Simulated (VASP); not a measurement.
An input for Quantum ESPRESSO's pw.x (written as the equivalent of a VASP run, and not itself run):

```
&CONTROL
  calculation = 'vc-relax'
  pseudo_dir = './pseudo'
  outdir = './out'
  tprnfor = .true.
  tstress = .true.
  nstep = 60
  forc_conv_thr = 0.00039
/
&SYSTEM
  ibrav = 0
  nat = 1
  ntyp = 1
  ecutwfc = 56.6
  occupations = 'smearing'
  smearing = 'methfessel-paxton'
  degauss = 0.00735
  input_dft = 'vdw-df2'
/
&ELECTRONS
  conv_thr = 7.3e-08
  electron_maxstep = 100
/
&IONS
/
&CELL
/
ATOMIC_SPECIES
  Ba 137.327 Ba.upf
CELL_PARAMETERS angstrom
    -2.5100000    2.5100000    2.5100000
     2.5100000   -2.5100000    2.5100000
     2.5100000    2.5100000   -2.5100000
ATOMIC_POSITIONS crystal
  Ba   0.0000000  0.0000000  0.0000000
K_POINTS automatic
  9 9 9 0 0 0
```

Q: Write the VASP files for the same calculation (vdW-DF2).

A: Several could match; the one computed here: 
**POSCAR**
```
Ba
1.0
 -2.5100000000   2.5100000000   2.5100000000
  2.5100000000  -2.5100000000   2.5100000000
  2.5100000000   2.5100000000  -2.5100000000
Ba
1
Cart
  0.0000000000   0.0000000000   0.0000000000
```

**KPOINTS**
```
Automatic mesh
0
Gamma
 9 9 9
```

### INCAR
```
SIGMA = 0.1   # width (eV)
LMAXMIX = 4   # l cut-off of mixed one-centre charges
EDIFFG = -0.01   # ionic stop
PREC = Accurate
LUSE_VDW = .TRUE.
IBRION = 2   # conjugate gradients
LCHARG = .FALSE.
ZAB_VDW = -1.8867
NSW = 60
LASPH = .TRUE.   # aspherical one-centre terms
SYSTEM = Ba
EDIFF = 1E-6   # SCF stop (eV)
ALGO = Normal   # blocked Davidson
LWAVE = .FALSE.
ISIF = 3
ENCUT = 520
LREAL = .FALSE.   # projection in real space or not
AGGAC = 0.0
ISMEAR = 1   # Methfessel-Paxton
GGA = ML
NELM = 100   # most electronic steps
```

POTCAR, in this order: Ba_sv (PBE.64 set). Program: vasp_std.

Limits of the translation: the potentials are each code's own (VASP's PAW set, PseudoDojo norm-conserving files in pw.x), so ENCUT and ecutwfc are chosen apart and not converted; conv_thr bounds pw.x's estimated SCF error, while EDIFF bounds the energy change between steps; forc_conv_thr acts on force components and is met together with etot_conv_thr.

The compound is Ba in the bcc structure. This run relaxes it. Symmetry was kept, so distortions that lower it aren't found.
